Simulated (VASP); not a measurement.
```yaml
crystal:
  lattice:
    - [1.25025, -2.16549, 0.00000]
    - [1.25025, 2.16549, 0.00000]
    - [0.00000, 0.00000, 6.69417]
  atoms:
    - { symbol: B, position: [0.33333, 0.66667, 0.25000] }
    - { symbol: B, position: [0.66667, 0.33333, 0.75000] }
    - { symbol: N, position: [0.66667, 0.33333, 0.25000] }
    - { symbol: N, position: [0.33333, 0.66667, 0.75000] }
```

Calculation: MS2 meta-GGA, VASP's PBE PAW potentials (set 64) (plane waves; VASP 6.6.1). Run with 520 eV cut-off, 11×11×4 Γ-centred mesh, tetrahedra with Blöchl corrections, potentials B N.

Give the energies of bands 3 to 11 at the high-symmetry points, in eV from the valence-band maximum.

```tsv
band	Γ	M	K	A	L	H
3	-6.32	-9.27	-8.22	-5.41	-9.24	-8.15
4	-4.25	-9.20	-8.07	-5.41	-9.24	-8.15
5	-1.56	-4.40	-7.53	-1.55	-4.37	-7.53
6	-1.56	-4.34	-7.53	-1.55	-4.37	-7.53
7	-1.53	-1.45	-0.10	-1.55	-0.95	-0.03
8	-1.53	-0.49	-0.10	-1.55	-0.95	-0.03
9	5.30	4.68	5.34	7.73	5.15	5.13
10	10.62	6.10	5.34	7.73	5.15	5.13
11	12.58	10.12	10.96	12.64	10.60	12.18
```

The gap is indirect, 4.68 eV, from the valence maximum at (0.36, 0.27, 0.00) to the conduction minimum at M.

The compound is BN in the hex structure. It was relaxed first.
